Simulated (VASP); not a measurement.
Here is the system:

```yaml
crystal:
  lattice:
    - [0.00000, 2.53096, 2.53096]
    - [2.53096, 0.00000, 2.53096]
    - [2.53096, 2.53096, 0.00000]
  atoms:
    - { symbol: Li, position: [0.00000, 0.00000, 0.00000] }
    - { symbol: Cl, position: [0.50000, 0.50000, 0.50000] }
```

Method: PBEsol GGA, VASP's PBE PAW potentials (set 64) (plane waves; VASP). Settings: PREC = Normal, EDIFF = 1E-5, 450 eV cut-off, 10×10×10 Γ-centred mesh, Gaussian smearing of 0.050 eV, potentials Li_sv Cl.

Question: Estimate the energy per atom (σ→0), band gap (on the k-mesh) with the smallest direct gap where there is one.

Answer: 
```json
{
  "band gap (on the k-mesh)": "6.39 eV",
  "smallest direct gap (on the k-mesh)": "6.39 eV",
  "energy per atom (σ→0)": "-3.823 eV/atom"
}
```

The absolute energy has meaning only against runs of the same code, potentials and settings.

The compound is LiCl in the rock salt structure. It was relaxed first.
